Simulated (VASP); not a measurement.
CaO:

```xyz
2
Lattice="0.0000 2.3900 2.3900 2.3900 0.0000 2.3900 2.3900 2.3900 0.0000" Properties=species:S:1:pos:R:3 pbc="T T T"
Ca    0.0000    0.0000    0.0000
O     2.3900    2.3900    2.3900
```

The cell was built by a generator and needn't be a form met in nature.

| Property | Result |
| --- | --- |
| Program | VASP 6.6.1 |
| Task | relaxation of cell and atoms |
| Functional | PBE |
| Potentials or basis | VASP PAW PBE potentials, release 64 (Ca_sv, O) |
| Cutoff | 600 eV |
| k mesh | 10 × 10 × 10 |
| Occupations | gaussian, width 0.02 eV |
| Spin | no spin polarisation |

At the start: pressure 4.1 GPa; volume 13.65 Å³/atom.

Question: Where does the relaxation end?

Answer: Over 3 steps the energy falls by 6.2 meV/atom and the volume is 14.15 Å³/atom (+3.7 %); space group Fm-3m (No. 225, to 0.05 Å).

The path:
```csv
step,energy change (eV),largest force (eV/Å),pressure (GPa),volume (Å³)
1,0.0000,0.0000,4.12,27.30
2,-0.0107,0.0000,-1.44,28.71
3,-0.0125,0.0000,0.01,28.31
```

Final structure:
```
Ca O
1.0
     0.00000    2.41896    2.41896
     2.41896    0.00000    2.41896
     2.41896    2.41896    0.00000
Ca O
1 1
Direct
  0.00000 0.00000 0.00000
  0.50000 0.50000 0.50000
```
